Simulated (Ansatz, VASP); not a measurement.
**Cross-check of PtS2 (1T-PtS2 6 layers, AA) between VASP and Ansatz**

Wanted: the spread between two codes on one cell, functional and k mesh. The structure shown is the start of the Ansatz relaxation below; VASP solves that cell, so the two are compared at the walk's first step.

Main program and level: Ansatz 0.2.0; plane waves, with VASP 6.6.1 beside it; single point at PBE with D3(BJ).

## Step 1: The starting structure

The cell holds 18 atoms: 12 S and 6 Pt. Its edges and angles: a = 3.570 Å, b = 3.570 Å, c = 85.185 Å, α = 90.0°, β = 90.0°, γ = 120.0°. Vacuum lies along c.

## Step 2: Ansatz: relaxation, PBE with D3(BJ)

Ansatz runs on its default PAW (the set named soft_2) files.

The two programs are compared at the cell with which this relaxation starts, whose forces are those of its first step.

Contents of input.yaml:

```yaml
crystal:
  lattice:
    - [3.57, 0.0, 0.0]
    - [-1.785, 3.0917106915, 0.0]
    - [0.0, 0.0, 85.1845183636]
  atoms:
    - { symbol: S, position: [0.6666666667, 0.3333333333, 0.3410244086] }
    - { symbol: Pt, position: [0.0, 0.0, 0.3528463126] }
    - { symbol: S, position: [0.3333333333, 0.6666666667, 0.3646682166] }
    - { symbol: S, position: [0.6666666667, 0.3333333333, 0.3998858836] }
    - { symbol: Pt, position: [0.0, 0.0, 0.4117077876] }
    - { symbol: S, position: [0.3333333333, 0.6666666667, 0.4235296915] }
    - { symbol: S, position: [0.6666666667, 0.3333333333, 0.4587473585] }
    - { symbol: Pt, position: [0.0, 0.0, 0.4705692625] }
    - { symbol: S, position: [0.3333333333, 0.6666666667, 0.4823911665] }
    - { symbol: S, position: [0.6666666667, 0.3333333333, 0.5176088335] }
    - { symbol: Pt, position: [0.0, 0.0, 0.5294307375] }
    - { symbol: S, position: [0.3333333333, 0.6666666667, 0.5412526415] }
    - { symbol: S, position: [0.6666666667, 0.3333333333, 0.5764703085] }
    - { symbol: Pt, position: [0.0, 0.0, 0.5882922124] }
    - { symbol: S, position: [0.3333333333, 0.6666666667, 0.6001141164] }
    - { symbol: S, position: [0.6666666667, 0.3333333333, 0.6353317834] }
    - { symbol: Pt, position: [0.0, 0.0, 0.6471536874] }
    - { symbol: S, position: [0.3333333333, 0.6666666667, 0.6589755914] }
  periodic: [true, true, false]
kpoints:
  mp_grid: { grid: [12, 12, 1] }
hamiltonian:
  xc: pbe
  dispersion: d3bj
scf:
  occupations: { method: fermi_dirac, width: 0.05 }
  convergence: { dr2_threshold: 1.0e-09 }
relax:
  f_tol: 0.004
  max_steps: 90
  cell: {}
output:
  write_potential: true
  write_density: true
  volumetric_format: npy
```

On the command line:

```
> ansatz run input.yaml --threads 4 --pin off --max-ram 16384MiB --backend cpu --events-out ev --progress --plain --runs-dir out
```

Numbers of over 12 decimals in the logs are rounded to 6 here.

The log of the run:

```text
Warning: relax.cell: scf.convergence.dr2_threshold = 1e-9 eV is looser than the 1.30884198855e-10 eV advised for a relaxation that steers and ends on the stress (1e-10 eV for each atom of the cell: 18, times the square of relax.cell.stress_2d_tol = 0.05 N/m over 37.1 Å (the atoms' height at the walk's start and 5 Å past either face), 1.348e-2 GPa, over a crystal's default 0.05). What an SCF threshold leaves in a stress goes as its square root, and in the free energy as the threshold itself, and one threshold admits the most on a small cell: [figures from the program's tests cut] Set scf.convergence.dr2_threshold to 1.30884198855e-10 eV or tighter. [rest of the remark cut]
Engine: ansatz 0.2.0, aarch64-unknown-linux-gnu
Pseudopotentials: kind: paw
Pseudopotential: S, paw, valence charge 6, recommended cutoff 420 eV (normal), S.paw.azcp
Pseudopotential: Pt, paw, valence charge 18, recommended cutoff 420 eV (normal), Pt.paw.azcp
Functional definition: PBE
  parameter kappa = 0.804
  parameter beta = 0.066725
  exchange = pbe_x(kappa = kappa, mu = beta*pi^2/3)
  correlation = pbe_c(beta = beta)
Crystal: 18 atoms, lattice volume = 940.216 Å³
Basis set: ecut = 420 eV, 18099 PW (Γ), exchange–correlation on 48×48×1152 points (8 copies of the dense FFT grid, shifted against one another)
Bands: 108, of which v1, the nominal top of the filled ones, is band 90 counted from 1 (89 counted from 0)
Symmetry: 12 space group operations
Space group: P-3m1 (ITA 164), of the structure as read, at distance tolerance 9.8e-5 Å
k-points: 19 of 144
Non-local potential: S, projectors of the file, l = 0: 2, l = 1: 2, l = 2: 2
Non-local potential: Pt, projectors of the file, l = 0: 3, l = 1: 2, l = 2: 2, l = 3: 1
PAW form: soft (Blöchl's): semilocal exchange-correlation on the pseudo side does not see the compensation charge
PAW one-centre angular grid: S, 110 points (default); XC on 64 Gauss nodes
PAW one-centre angular grid: Pt, 590 points (default); XC on 64 Gauss nodes
Initial density: superposition of atomic densities (neutral atoms: chi_scale 0, normalization atom), corrected by the library's trained network
Initial wavefunctions: pseudopotential atomic-orbital guess
Functional: x = pbe(κ = 0.804, μ = 0.219515), c = pbe(β = 0.066725)
SCF iter   1: F=—  HF=-85972.411454 eV  |F-HF|=—  |Δ(HF+E_count)|=         —  Δρ=2.61e-3  dr2=1.16e-1  ethr=1.77e-3  ⟨swp⟩=15.5  Hψ=15139  notcnv=0  defer=17
preconditioner: auto → Resta (q_TF=auto, 2.071 Å⁻¹)  ε∞=3.2  [insulator: Δε(μ)=1.013 eV  Ē_g=9.376 eV  σ=0.050 eV  W_gap=1.00  n_scr=122 (ndim 8)  ℏωp=13.9 eV  f_vac=0.644  D(μ)=0.00/eV (n_scr^D=0)  ε∞_Penn≈3.2  vacuum switching on, ρ_ref=6.4e-3 e/Å³]
SCF iter   2: F=—  HF=-85972.389314 eV  |F-HF|=—  |Δ(HF+E_count)|=   2.21e-2  Δρ=1.33e-3  dr2=1.67e-2  ethr=6.45e-5  ⟨swp⟩=3.6  Hψ=5295  notcnv=0  defer=129
SCF iter   3: F=—  HF=-85972.389671 eV  |F-HF|=—  |Δ(HF+E_count)|=   3.56e-4  Δρ=6.20e-4  dr2=6.85e-3  ethr=9.28e-6  ⟨swp⟩=3.4  Hψ=4716  notcnv=0  defer=129
SCF iter   4: F=—  HF=-85972.389129 eV  |F-HF|=—  |Δ(HF+E_count)|=   5.41e-4  Δρ=2.22e-4  dr2=4.71e-4  ethr=3.81e-6  ⟨swp⟩=2.5  Hψ=3312  notcnv=0  defer=129
SCF iter   5: F=—  HF=-85972.389313 eV  |F-HF|=—  |Δ(HF+E_count)|=   1.84e-4  Δρ=1.18e-4  dr2=5.40e-4  ethr=2.62e-7  ⟨swp⟩=3.8  Hψ=4840  notcnv=0  defer=129
SCF iter   6: F=—  HF=-85972.389277 eV  |F-HF|=—  |Δ(HF+E_count)|=   3.60e-5  Δρ=2.67e-5  dr2=1.02e-5  ethr=2.62e-7  ⟨swp⟩=2.4  Hψ=2820  notcnv=0  defer=129
SCF iter   7: F=—  HF=-85972.390099 eV  |F-HF|=—  |Δ(HF+E_count)|=   8.22e-4  Δρ=1.82e-5  dr2=1.41e-5  ethr=5.68e-9  ⟨swp⟩=3.7  Hψ=5244  notcnv=0  defer=129
SCF iter   8: F=—  HF=-85972.390099 eV  |F-HF|=—  |Δ(HF+E_count)|=   7.84e-7  Δρ=8.93e-6  dr2=2.69e-6  ethr=5.68e-9  ⟨swp⟩=2.6  Hψ=3005  notcnv=0  defer=129
SCF iter   9: F=—  HF=-85972.390098 eV  |F-HF|=—  |Δ(HF+E_count)|=   2.36e-7  Δρ=2.56e-6  dr2=8.88e-8  ethr=1.49e-9  ⟨swp⟩=2.9  Hψ=3473  notcnv=0  defer=129
SCF iter  10: F=—  HF=-85972.390098 eV  |F-HF|=—  |Δ(HF+E_count)|=   2.28e-8  Δρ=1.31e-6  dr2=8.89e-8  ethr=4.93e-11  ⟨swp⟩=3.3  Hψ=4952  notcnv=0  defer=129
SCF iter  11: F=—  HF=-85972.390098 eV  |F-HF|=—  |Δ(HF+E_count)|=   1.08e-8  Δρ=4.21e-7  dr2=1.39e-9  ethr=4.93e-11  ⟨swp⟩=2.4  Hψ=2918  notcnv=0  defer=129
SCF iter  12: F=-85972.390098 eV  HF=-85972.390098 eV  |F-HF|=5.82e-9  |Δ(HF+E_count)|=   1.73e-9  Δρ=1.94e-7  dr2=4.77e-10  ethr=1.00e-12  ⟨swp⟩=12.1  Hψ=17023  notcnv=0
[...]
SCF converged after 6 iterations
Free energy (F): -85976.366425 eV
Harris-Foulkes:  -85976.366425 eV  (|F-HF|=6.24e-8)
Internal energy: -85976.363889 eV  (E = F + TS)
E sigma→0 (E₀):  -85976.365157 eV
Entropy (-TS):   -0.002536 eV (-0.141 meV/atom)
Fermi energy:    -5.099022 eV
--- Per-component energies (eV) ---
  E_band       = -4871.759498
  E_kinetic    = 5104.678337
  E_local      = -3194384.976782  (includes V_loc(G=0)·N_el)
  E_nonlocal   = 1532.239003
  E_hartree    = 1593765.992778
  E_xc         = -2737.822704
  E_vxc        = -2869.316056  (∫ρ·V_xc dr)
  E_paw        = -63923.417690  (= ΣΔE_a)
  E_vpaw       = -1786.360545  (= ΣTr[D̂ρ^β])
  E_aug_tail   = 0.001148  (compensation charges beyond the density's cutoff)
  E_ewald      = 1574674.476101
  E_disp       = -7.534080  (pairwise vdW)
  E_smearing   = -0.002536  (= −TS)
  E_closure    = 0.000000  (closes the sum)
  Σ components = -85976.366425   (vs F -85976.366425, Δ=0.00e0)
--- Forces (eV/Å), atoms counted from 1 ---
  atom   1  S     -0.00000000     0.00000000    -0.00007101
  atom   2  Pt     0.00000000     0.00000000    -0.00003700
  atom   3  S      0.00000000     0.00000000     0.00011520
  atom   4  S     -0.00000000     0.00000000    -0.00015471
  atom   5  Pt     0.00000000    -0.00000000     0.00015584
  atom   6  S     -0.00000000     0.00000000    -0.00004205
  atom   7  S     -0.00000000     0.00000000     0.00002531
  atom   8  Pt    -0.00000000    -0.00000000     0.00005335
  atom   9  S      0.00000000    -0.00000000    -0.00001258
  atom  10  S      0.00000000     0.00000000     0.00001258
  atom  11  Pt    -0.00000000     0.00000000    -0.00005335
  atom  12  S      0.00000000    -0.00000000    -0.00002531
  atom  13  S     -0.00000000     0.00000000     0.00004205
  atom  14  Pt     0.00000000     0.00000000    -0.00015584
  atom  15  S      0.00000000    -0.00000000     0.00015471
  atom  16  S      0.00000000    -0.00000000    -0.00011520
  atom  17  Pt     0.00000000     0.00000000     0.00003700
  atom  18  S      0.00000000     0.00000000     0.00007101
  max |Σ_I F_I| component: 5.85e-18 eV/Å
--- 2D stress c σ (N/m, compression-positive) ---
       -0.021316       0.000000       0.000000
        0.000000      -0.021316      -0.000000
        0.000000      -0.000000      -0.000000
  P = ½ c Tr σ = -0.0213 N/m
--- Band table (eV; the first three rows and the last of 19) ---
  k-point 0: bands = [... 86 lower, -6.2586, -5.8846, -5.4835, -5.1623, -3.8310, -3.8310, -3.6496, -3.6496, ... 14 higher]
  k-point 1: bands = [... 86 lower, -5.7947, -5.6119, -5.4530, -5.3009, -4.0443, -3.9836, -3.9247, -3.7859, ... 14 higher]
  k-point 2: bands = [... 86 lower, -5.9444, -5.7076, -5.5446, -5.3618, -4.3215, -4.2439, -4.2223, -4.1350, ... 14 higher]
  k-point 18: bands = [... 86 lower, -7.0643, -7.0643, -6.9627, -6.9627, -4.8287, -4.8287, -4.5950, -4.5950, ... 14 higher]
  the weakly bound empty levels are not read free of the cell's end (no_gap_told)
--- Relaxed structure (12 steps of the walk, 11 accepted, 1 SCFs on fresh bases) ---
  F+E_penalty+E_count = -85976.36642466 eV   max|allowed force component| = 1.558e-4 eV/Å   (the final SCF, on the basis selected at the relaxed cell)
  cell:  # Å, volume = 943.2195 Å³
    - [3.575697, 0, 0]
    - [-1.787849, 3.096645, 0]
    - [0, 0, 85.1845183636]
  atoms:
    - { symbol: S, position: [0.666667, 0.333333, 0.348022] }
    - { symbol: Pt, position: [0, 0, 0.362498] }
    - { symbol: S, position: [0.333333, 0.666667, 0.376596] }
    - { symbol: S, position: [0.666667, 0.333333, 0.403411] }
    - { symbol: Pt, position: [0, 0, 0.417627] }
    - { symbol: S, position: [0.333333, 0.666667, 0.431832] }
    - { symbol: S, position: [0.666667, 0.333333, 0.458349] }
    - { symbol: Pt, position: [0, 0, 0.472560] }
    - { symbol: S, position: [0.333333, 0.666667, 0.486769] }
    - { symbol: S, position: [0.666667, 0.333333, 0.513231] }
    - { symbol: Pt, position: [0, 0, 0.527440] }
    - { symbol: S, position: [0.333333, 0.666667, 0.541651] }
    - { symbol: S, position: [0.666667, 0.333333, 0.568168] }
    - { symbol: Pt, position: [0, 0, 0.582373] }
    - { symbol: S, position: [0.333333, 0.666667, 0.596589] }
    - { symbol: S, position: [0.666667, 0.333333, 0.623404] }
    - { symbol: Pt, position: [0, 0, 0.637502] }
    - { symbol: S, position: [0.333333, 0.666667, 0.651978] }
```

(Continued in part 2 of 2.)

[Lines on the potential files, build, host, timing and source positions are cut from VASP's logs without a mark.]

[Logs are printed without paths, hosts, clocks, repeated set-up lines and the standing remarks that a program may print on its own settings, such as how far it seeks lower states.]

[Hosts, paths, dates, database ids (printed as entryN), source tags and the programs' standing remarks are cut or masked in the printed files.]
